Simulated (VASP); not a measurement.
A convergence study with VASP on CuI (zinc blende): one setting is varied, all else stays as given below, so the limit is that of these other settings.

```
CuI
1.0
    0.00000     3.02500     3.02500
    3.02500     0.00000     3.02500
    3.02500     3.02500     0.00000
Cu I
1 1
Direct
  0.00000   0.00000   0.00000
  0.25000   0.25000   0.25000
```

Calculation: PBE GGA, VASP's PBE PAW potentials (set 64) (plane waves; VASP 6.6.1). The tightest run used: 550 eV cut-off, 17×17×17 Γ-centred mesh, Gaussian smearing of 0.050 eV, potentials Cu I.

The reference is 17×17×17 mesh, which took about 7 core-minutes. Times come from single runs on busy shared machines, so they are rough: good to a factor of about 2.

Of the settings 1×1×1 mesh; 2×2×2 mesh; 3×3×3 mesh; 4×4×4 mesh; 5×5×5 mesh; 6×6×6 mesh; 7×7×7 mesh; 8×8×8 mesh; 9×9×9 mesh; 10×10×10 mesh; 11×11×11 mesh; 12×12×12 mesh; 13×13×13 mesh; 14×14×14 mesh; 15×15×15 mesh; 16×16×16 mesh; 17×17×17 mesh, which is the lowest that keeps the difference from the reference in E (eV/atom) within 0.001 from there on, and what does it cost?

7×7×7 mesh; its cost over the reference is about 1/9.
| setting | difference in E (eV/atom) | cost over the reference |
|---|---|---|
| 1×1×1 mesh | 5.4324 | about 1/50 |
| 2×2×2 mesh | 0.4498 | about 1/30 |
| 3×3×3 mesh | 0.0796 | about 1/30 |
| 4×4×4 mesh | 0.0174 | about 1/20 |
| 5×5×5 mesh | 0.0044 | about 1/20 |
| 6×6×6 mesh | 0.0013 | about 1/10 |
| 7×7×7 mesh | 0.0004 | about 1/9 |
| 8×8×8 mesh | 0.0001 | about 1/6 |
| 9×9×9 mesh | 0.0001 | about 1/6 |
| 10×10×10 mesh | 0.0000 | about 1/4 |
| 11×11×11 mesh | 0.0000 | about 1/3 |
| 12×12×12 mesh | 0.0000 | about 1/2 |
| 13×13×13 mesh | 0.0000 | about 1/2 |
| 14×14×14 mesh | 0.0000 | within a factor of 2 |
| 15×15×15 mesh | 0.0000 | within a factor of 2 |
| 16×16×16 mesh | 0.0000 | within a factor of 2 |
| 17×17×17 mesh | 0.0000 | reference |

Left out are rungs that failed or repeat a setting and relaxations that didn't move; long series are thinned to 24 rows.

The compound is CuI in the zinc blende structure. The cell was not relaxed at this level.
